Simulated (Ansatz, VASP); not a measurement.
# Co: VASP beside Ansatz

Wanted: the spread between two codes on one cell, functional and k mesh. The cell is taken from a series of runs on this material, whose earlier steps may have relaxed, scaled, displaced or heated it; both programs get it as it stands.

Method: plane waves, with VASP 6.6.1 beside it; single point at r2SCAN, in Ansatz 0.2.0.

**1. The structure**

It takes space group P6_3/mmc (No. 194, hexagonal). The conventional cell has a = 2.596 Å, b = 2.596 Å, c = 8.498 Å, α = 90.00°, β = 90.00°, γ = 120.00°. Co has 12 Co at 2.60 Å nearest. Co has 12 Co at 2.60 Å nearest.

**2. Ansatz: single point, r2SCAN, pair 1**

Ansatz runs on its default PAW (the set named soft_2) files.

A single point gives forces, pressure and levels at one fixed geometry, so differences don't come from the geometry; what else differs is listed under the comparison.

input.yaml reads:

```yaml
crystal:
  lattice:
    - [2.59586268, 0.0, 0.0]
    - [-1.29793134, 2.24808303, 0.0]
    - [0.0, 0.0, 8.4984494]
  atoms:
    - { symbol: Co, position: [0.0, 0.0, 0.0], spin: 2.0 }
    - { symbol: Co, position: [0.33333333, 0.66666667, 0.25], spin: 2.0 }
    - { symbol: Co, position: [0.0, 0.0, 0.5], spin: 2.0 }
    - { symbol: Co, position: [0.66666667, 0.33333333, 0.75], spin: 2.0 }
magnetization:
  spin_polarized: true
kpoints:
  mp_grid: { grid: [19, 19, 5] }
hamiltonian:
  xc: r2scan
scf:
  occupations: { method: fermi_dirac, width: 0.1 }
  max_iter: 120
  convergence: { dr2_threshold: 1.0e-08 }
basis:
  ecutwfc: 500.0
output:
  stress: true
```

Started as:

```sh
$ ansatz run input.yaml --threads 1 --pin off --max-ram 2048MiB --backend cpu --events-out ev --progress --plain --runs-dir out
```

Numbers of over 12 decimals in the logs are rounded to 6 here.

Log:

```text
Warning: output.stress: scf.convergence.dr2_threshold = 1e-8 eV is looser than the 4e-10 eV advised for a printed stress (1e-10 eV for each atom of the cell: 4). What an SCF threshold leaves in a stress goes as its square root, and in the free energy as the threshold itself, and one threshold admits the most on a small cell: [figures from the program's tests cut] Set scf.convergence.dr2_threshold to 4e-10 eV or tighter. The threshold is an SCF's pass mark: one that does not reach it within its budget of iterations ends unconverged, or closes short of it on a stop that the run arms, and scf.convergence.dr2_threshold's page says what that costs each kind of run
Engine: ansatz 0.2.0, aarch64-unknown-linux-gnu
Pseudopotentials: kind: paw
Pseudopotential: Co, paw, valence charge 17, recommended cutoff 500 eV (meta_gga), Co.paw.azcp
Functional definition: r2SCAN
  parameter k0 = 0.174
  parameter k1 = 0.065
  parameter a1 = 4.9479
  exchange = r2scan_x(k0 = k0, k1 = k1, a1 = a1)
  correlation = r2scan_c
Crystal: 4 atoms, lattice volume = 49.595 Å³
Basis set: ecut = 500 eV, 1279 PW (Γ), exchange–correlation on 80×80×256 points (64 copies of the dense FFT grid, shifted against one another)
Bands: 46, of which v1, the nominal top of the filled ones, is band 34 counted from 1 (33 counted from 0)
Symmetry: 24 space group operations
Space group: P63/mmc (ITA 194), of the structure as read, at distance tolerance 3.7e-5 Å
Magnetic group: BNS 194.263 (UNI 1493), of the structure as read, at distance tolerance 3.7e-5 Å
k-points: 120 of 1805
Non-local potential: Co, projectors of the file, l = 0: 3, l = 1: 2, l = 2: 3, l = 3: 1
PAW form: soft (Blöchl's): semilocal exchange-correlation on the pseudo side does not see the compensation charge
PAW frozen core: Co, regenerated for the run's functional (the file was generated under x = pbe(κ = 0.804, μ = 0.219515), c = pbe(β = 0.066725))
PAW one-centre angular grid: Co, 590 points (default); XC on 160 Gauss nodes
Initial density: superposition of atomic densities (chi_scale 0.1, normalization cell)
Starting moments: Σ|m| = 8 μB on 4 of 4 sites
Initial wavefunctions: pseudopotential atomic-orbital guess
Functional: x = r2scan, c = r2scan; τ floored in thin density (d = 2e-4 eV/Å³)
SCF iter   1: F=—  HF=-20523.843326 eV  |F-HF|=—  |Δ(HF+E_count)|=         —  Δρ=9.39e-2 (↑9.84e-3 ↓9.39e-2)  dr2=2.25e0  dr2_τ=3.49e-2  dr2_m=1.17e0  M=7.965 μB ∫|m|=8.445 μB  β_m=1.00  ethr=3.10e-3  ⟨swp⟩=5.9  Hψ=36569  notcnv=0  defer=107
Mixer restart at iter 1: flushing history
preconditioner: auto → Kerker (q_TF=auto, 2.876 Å⁻¹)  [metal: Δε(μ)=0.005 eV  Ē_g=8.724 eV  σ=0.100 eV  W_gap=0.01  n_scr=12 (ndim 8)  ℏωp=31.6 eV  f_vac=0.000  D(μ)=3.96/eV (n_scr^D=52)]
spin=Collinear: Kerker preconditioning applied to the charge; magnetization (m = ρ↑ − ρ↓) channel mixes plain (no charge-response kernel on spin).
SCF iter   2: F=—  HF=-20523.638418 eV  |F-HF|=—  |Δ(HF+E_count)|=   2.05e-1  Δρ=2.00e-2 (↑8.02e-3 ↓2.00e-2)  dr2=1.45e-1  dr2_τ=2.00e-2  dr2_m=6.20e-2  M=7.825 μB ∫|m|=8.791 μB  β_m=1.00  ethr=3.10e-3  ⟨swp⟩=2.2  Hψ=17459  notcnv=0  defer=511  κ⁻¹=1.0e0(r=1)
SCF iter   3: F=—  HF=-20524.602594 eV  |F-HF|=—  |Δ(HF+E_count)|=         —  Δρ=4.41e-2 (↑1.38e-2 ↓4.41e-2)  dr2=4.30e-1  dr2_τ=4.24e-3  dr2_m=3.23e-1  M=8.461 μB ∫|m|=9.589 μB  β_m=1.00  ethr=2.13e-4  ⟨swp⟩=2.0  Hψ=17712  notcnv=0  defer=511
Mixer restart at iter 3: flushing history
SCF iter   4: F=—  HF=-20525.596075 eV  |F-HF|=—  |Δ(HF+E_count)|=   9.93e-1  Δρ=6.22e-2 (↑2.48e-2 ↓6.22e-2)  dr2=1.89e0  dr2_τ=7.41e-3  dr2_m=1.93e-1  M=7.741 μB ∫|m|=9.011 μB  β_m=1.00  ethr=7.35e-5  ⟨swp⟩=2.3  Hψ=22638  notcnv=0  defer=505
SCF iter   5: F=—  HF=-20525.518656 eV  |F-HF|=—  |Δ(HF+E_count)|=   7.74e-2  Δρ=1.97e-2 (↑1.43e-2 ↓1.97e-2)  dr2=3.64e-1  dr2_τ=2.01e-2  dr2_m=3.92e-3  M=7.698 μB ∫|m|=8.967 μB  β_m=1.00  ethr=7.35e-5  ⟨swp⟩=2.4  Hψ=23223  notcnv=0  defer=517  κ⁻¹=1.0e0(r=1)
SCF iter   6: F=—  HF=-20525.632743 eV  |F-HF|=—  |Δ(HF+E_count)|=   1.14e-1  Δρ=7.15e-3 (↑5.66e-3 ↓7.15e-3)  dr2=6.78e-2  dr2_τ=3.45e-4  dr2_m=3.80e-4  M=7.659 μB ∫|m|=8.923 μB  β_m=1.00  ethr=7.35e-5  ⟨swp⟩=2.0  Hψ=22187  notcnv=0  defer=525  κ⁻¹=4.7e-2(r=2)
SCF iter   7: F=—  HF=-20525.655727 eV  |F-HF|=—  |Δ(HF+E_count)|=   2.30e-2  Δρ=4.28e-3 (↑3.45e-3 ↓4.28e-3)  dr2=2.38e-2  dr2_τ=3.17e-4  dr2_m=2.28e-4  M=7.627 μB ∫|m|=8.881 μB  β_m=1.00  ethr=7.35e-5  ⟨swp⟩=2.2  Hψ=14976  notcnv=0  defer=525  κ⁻¹=1.4e-3(r=3)
SCF iter   8: F=—  HF=-20525.643224 eV  |F-HF|=—  |Δ(HF+E_count)|=   1.25e-2  Δρ=3.03e-3 (↑2.46e-3 ↓3.03e-3)  dr2=4.17e-3  dr2_τ=1.64e-4  dr2_m=7.03e-5  M=7.575 μB ∫|m|=8.800 μB  β_m=1.00  ethr=3.50e-5  ⟨swp⟩=2.0  Hψ=19453  notcnv=0  defer=525  κ⁻¹=2.2e-4(r=4)
[...]
SCF iter  15: F=—  HF=-20525.656206 eV  |F-HF|=—  |Δ(HF+E_count)|=   4.87e-5  Δρ=5.47e-5 (↑3.92e-5 ↓5.47e-5)  dr2=9.47e-7  dr2_τ=4.63e-8  dr2_m=1.31e-7  M=7.605 μB ∫|m|=8.823 μB  β_m=1.00  ethr=4.06e-9  ⟨swp⟩=2.0  Hψ=19241  notcnv=0  defer=525  κ⁻¹=4.8e-7(r=8)
SCF iter  16: F=—  HF=-20525.656211 eV  |F-HF|=—  |Δ(HF+E_count)|=   5.47e-6  Δρ=6.01e-5 (↑2.91e-5 ↓6.01e-5)  dr2=1.70e-6  dr2_τ=1.60e-8  dr2_m=1.69e-7  M=7.605 μB ∫|m|=8.822 μB  β_m=1.00  ethr=1.39e-9  ⟨swp⟩=2.0  Hψ=19310  notcnv=0  defer=525  κ⁻¹=1.9e-6(r=8)
SCF iter  17: F=—  HF=-20525.656207 eV  |F-HF|=—  |Δ(HF+E_count)|=   4.48e-6  Δρ=3.42e-5 (↑1.61e-5 ↓3.42e-5)  dr2=3.47e-7  dr2_τ=6.54e-9  dr2_m=8.52e-8  M=7.605 μB ∫|m|=8.822 μB  β_m=1.00  ethr=1.39e-9  ⟨swp⟩=2.1  Hψ=15993  notcnv=0  defer=525  κ⁻¹=2.1e-6(r=8)
SCF iter  18: F=—  HF=-20525.656210 eV  |F-HF|=—  |Δ(HF+E_count)|=   3.14e-6  Δρ=2.92e-5 (↑1.27e-5 ↓2.92e-5)  dr2=3.03e-7  dr2_τ=4.29e-9  dr2_m=5.56e-8  M=7.605 μB ∫|m|=8.822 μB  β_m=1.00  ethr=5.11e-10  ⟨swp⟩=2.5  Hψ=19067  notcnv=0  defer=525  κ⁻¹=9.3e-6(r=8)
SCF iter  19: F=—  HF=-20525.656216 eV  |F-HF|=—  |Δ(HF+E_count)|=   6.40e-6  Δρ=1.21e-5 (↑8.36e-6 ↓1.21e-5)  dr2=6.87e-8  dr2_τ=1.47e-9  dr2_m=2.69e-9  M=7.606 μB ∫|m|=8.823 μB  β_m=1.00  ethr=4.46e-10  ⟨swp⟩=2.0  Hψ=19780  notcnv=0  defer=525  κ⁻¹=3.4e-5(r=8)
SCF iter  20: F=—  HF=-20525.656216 eV  |F-HF|=—  |Δ(HF+E_count)|=   3.89e-8  Δρ=9.95e-6 (↑4.90e-6 ↓9.95e-6)  dr2=3.54e-8  dr2_τ=9.56e-10  dr2_m=5.82e-9  M=7.606 μB ∫|m|=8.823 μB  β_m=1.00  ethr=1.01e-10  ⟨swp⟩=2.0  Hψ=19739  notcnv=0  defer=525  κ⁻¹=1.8e-4(r=8)
SCF iter  21: F=—  HF=-20525.656216 eV  |F-HF|=—  |Δ(HF+E_count)|=   3.18e-7  Δρ=5.24e-6 (↑2.54e-6 ↓5.24e-6)  dr2=6.96e-9  dr2_τ=1.36e-10  dr2_m=3.12e-9  M=7.606 μB ∫|m|=8.823 μB  β_m=1.00  ethr=5.21e-11  ⟨swp⟩=2.0  Hψ=19304  notcnv=0  defer=525  κ⁻¹=6.5e-4(r=8)
SCF iter  22: F=—  HF=-20525.656216 eV  |F-HF|=—  |Δ(HF+E_count)|=   4.52e-8  Δρ=1.81e-6 (↑1.54e-6 ↓1.81e-6)  dr2=1.93e-9  dr2_τ=9.11e-11  dr2_m=1.53e-10  M=7.606 μB ∫|m|=8.822 μB  β_m=1.00  ethr=1.02e-11  ⟨swp⟩=2.0  Hψ=19297  notcnv=0  defer=525  κ⁻¹=3.1e-4(r=8)
SCF iter  23: F=—  HF=-20525.656216 eV  |F-HF|=—  |Δ(HF+E_count)|=   1.54e-9  Δρ=1.45e-6 (↑1.16e-6 ↓1.45e-6)  dr2=1.27e-9  dr2_τ=5.58e-11  dr2_m=7.06e-11  M=7.606 μB ∫|m|=8.822 μB  β_m=1.00  ethr=2.84e-12  ⟨swp⟩=2.0  Hψ=15234  notcnv=0  defer=525  κ⁻¹=6.6e-5(r=8)
SCF iter  24: F=-20525.656216 eV  HF=-20525.656216 eV  |F-HF|=1.86e-10  |Δ(HF+E_count)|=   5.89e-9  Δρ=1.95e-6 (↑9.82e-7 ↓1.95e-6)  dr2=2.39e-9  dr2_τ=1.97e-11  dr2_m=2.16e-10  M=7.606 μB ∫|m|=8.822 μB  ethr=1.87e-12  ⟨swp⟩=2.0  Hψ=29152  notcnv=0
SCF 1 converged in 24 iterations: F = -20525.656216 eV  dr2 = 2.39e-9
  greatest PAW one-centre occupation: 1.004 electrons in one spin orbital (limit 2), on the Co atom at site 0 (counted from 0), in its partial waves of l = 1
this state was not tested for a lower state beside it, because the mixer in use, unlike msr1, does not test its closes by its own steps (another_mixer; see scf.mixing.algorithm and scf.lower_state_search)
SCF converged after 24 iterations
Magnetization: 7.6060 μB (37.8030 up, 30.1970 down)
Absolute magnetization: 8.8256 μB (∫|ρ↑−ρ↓|, with the PAW one-centre terms)
Spin contamination: 0.2973 ħ² per cell (⟨S²⟩ above its minimum at these occupations)
Per-site moments (μB) at R_I (Å): [(2.009738, 1.070793), (2.056586, 1.070793), (2.009738, 1.070793), (2.056586, 1.070793)]
Free energy (F): -20525.656216 eV
Harris-Foulkes:  -20525.656216 eV  (|F-HF|=1.86e-10)
Internal energy: -20525.546886 eV  (E = F + TS)
E sigma→0 (E₀):  -20525.601551 eV
Entropy (-TS):   -0.109331 eV (-27.333 meV/atom)
Fermi energy:    16.122789 eV
--- Per-component energies (eV) ---
  E_band       = -1257.276103
  E_kinetic    = 1799.464142
  E_local      = -12087.366946  (includes V_loc(G=0)·N_el)
  E_nonlocal   = 1827.650178
  E_hartree    = 5040.887809
  E_xc         = -624.419941
  E_vxc        = -910.630962  (∫ρ·V_xc dr)
  E_paw        = -6094.478198  (= ΣΔE_a)
  E_vpaw       = -2026.467299  (= ΣTr[D̂ρ^β])
  E_aug_tail   = 0.000131  (compensation charges beyond the density's cutoff)
  E_vtau       = 58.304524  (kinetic-family band-sum trace: ∫τ·v_τ [+ j·A + Jᵃ·Aᵃ] dr)
  E_ewald      = -10386.103236
  E_core_change = -1.180825  (= ΣΔE_core)
  E_smearing   = -0.109331  (= −TS)
  E_closure    = 0.000000  (closes the sum)
  Σ components = -20525.656216   (vs F -20525.656216, Δ=0.00e0)
--- Stress (GPa, compression-positive) ---
      -22.301693       0.000000       0.000000
        0.000000     -22.301693       0.000000
        0.000000       0.000000     -21.569742
  P = ⅓ Tr σ = -22.0577 GPa (-220.577 kbar)
```

In the SCF lines HF is the Harris–Foulkes energy and dr2 the Hartree energy of the density residual, in eV; the loop may stop once dr2 is under the threshold and the program's other checks hold. Hψ counts applications of the Hamiltonian.

The run ends at a pressure of -22.06 GPa.

[end of part 1 of 2]

[Lines on the potential files, build, host, timing and source positions are cut from VASP's logs without a mark.]

[Logs are printed without paths, hosts, clocks, repeated set-up lines and the standing remarks that a program may print on its own settings, such as how far it seeks lower states.]

[Hosts, paths, dates, database ids (printed as entryN), source tags and the programs' standing remarks are cut or masked in the printed files.]
